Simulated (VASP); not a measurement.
OSZICAR of a VASP run on BN (zinc blende):

File OSZICAR:
```
       N       E                     dE             d eps       ncg     rms          rms(c)
DAV:   1     0.466560275097E+01    0.46656E+01   -0.55816E+03  1208   0.103E+03
DAV:   2    -0.222325672841E+02   -0.26898E+02   -0.26418E+02  1576   0.182E+02
DAV:   3    -0.224232679567E+02   -0.19070E+00   -0.19070E+00  1400   0.185E+01
DAV:   4    -0.224233941220E+02   -0.12617E-03   -0.12617E-03  1576   0.423E-01
DAV:   5    -0.224233941653E+02   -0.43259E-07   -0.43259E-07  1304   0.565E-03    0.699E+00
DAV:   6    -0.188611888927E+02    0.35622E+01   -0.16975E+00  1544   0.113E+01    0.430E+00
DAV:   7    -0.195525285638E+02   -0.69134E+00   -0.14382E+00  1376   0.965E+00    0.169E+00
DAV:   8    -0.179752098841E+02    0.15773E+01   -0.10691E+00  1208   0.873E+00    0.186E+00
DAV:   9    -0.191096641080E+02   -0.11345E+01   -0.24438E-01  1208   0.516E+00    0.441E-01
DAV:  10    -0.191124257569E+02   -0.27616E-02   -0.44891E-02  1536   0.189E+00    0.125E-01
DAV:  11    -0.191097458162E+02    0.26799E-02   -0.35909E-03  1152   0.848E-01    0.583E-02
DAV:  12    -0.191131667268E+02   -0.34209E-02   -0.15743E-03  1152   0.532E-01    0.226E-02
DAV:  13    -0.191129611780E+02    0.20555E-03   -0.90925E-05  1200   0.917E-02    0.839E-03
DAV:  14    -0.191129873239E+02   -0.26146E-04   -0.37583E-06  1280   0.262E-02    0.649E-03
DAV:  15    -0.191129933194E+02   -0.59955E-05   -0.31964E-06  1152   0.214E-02    0.185E-03
DAV:  16    -0.191129943200E+02   -0.10006E-05   -0.35100E-07  1392   0.540E-03    0.324E-04
DAV:  17    -0.191129936427E+02    0.67726E-06   -0.17290E-08   576   0.158E-03    0.282E-04
DAV:  18    -0.191129941339E+02   -0.49123E-06   -0.62780E-09   576   0.114E-03    0.787E-05
DAV:  19    -0.191129940215E+02    0.11245E-06   -0.12347E-09   576   0.433E-04    0.478E-05
DAV:  20    -0.191129940480E+02   -0.26500E-07   -0.19121E-10   576   0.130E-04
   1 F= -.19112994E+02 E0= -.19112994E+02  d E =-.129905E-12
```

Which electronic solver shows in the log?

It is blocked Davidson (ALGO = Normal, or the opening steps of other solvers). The INCAR had ALGO = Normal.

Can the final energy be trusted as converged?

The calculation finished and met its thresholds. It stopped with EDIFF = 1E-7, NELM = 100 (r2SCAN meta-GGA, plane waves, VASP's PBE PAW potentials (set 64)).

The compound is BN in the zinc blende structure. This cell is one point of a volume scan, at 0.94 of the reference volume.
